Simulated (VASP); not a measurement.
## CaB2 under changes of volume

One of the cells (19.221 Å³/atom); the others are scaled copies at fixed shape and fractional positions:

```xyz
3
Lattice="1.7429 1.0063 5.4795 -1.7429 1.0063 5.4795 0.0000 -2.0126 5.4795" Properties=species:S:1:pos:R:3 pbc="T T T"
Ca    0.0000    0.0000    0.0000
B     0.0000    0.0000    7.4158
B     0.0000    0.0000    9.0228
```

The cell was built by a generator and needn't be a form met in nature.

| Item | Value |
| --- | --- |
| Program | VASP 6.6.1 |
| Functional | PBE |
| Potentials or basis | VASP PAW PBE potentials, release 64 (Ca_sv, B) |
| Cutoff | 520 eV |
| k mesh | 9 × 9 × 9 |
| Occupations | fermi-dirac, width 0.05 eV |
| Spin | no spin polarisation |

| volume (Å³/atom) | energy over the lowest point (meV/atom) | pressure (GPa) | largest force (eV/Å) |
| --- | --- | --- | --- |
| 17.714 | 13.64 | 4.2 | 0.571 |
| 18.091 | 5.44 | 2.7 | 0.374 |
| 18.467 | 0.64 | 1.3 | 0.189 |
| 19.221 | 0.00 | -1.1 | 0.148 |
| 19.598 | ? | ? | ? |
| 19.975 | 9.60 | -3.0 | 0.444 |

Question: What does the run at 19.598 Å³/atom give?

Answer: Energy over the lowest point 3.64 meV/atom; pressure -2.1 GPa; largest force 0.300 eV/Å.

Worked out: A Birch-Murnaghan fit of order 3 (a polynomial in V^(-2/3)) to the other rows has its minimum at 18.88 Å³/atom with B0 = V·E''(V) = 59 GPa and B' = 3.7 at fixed shape and positions, which overstates the stiffness. It gives 3.64 meV/atom at 19.598 Å³/atom, against the run's 3.64, and -dE/dV = -2.1 GPa, against -2.1.

Energies are extrapolated to zero smearing.
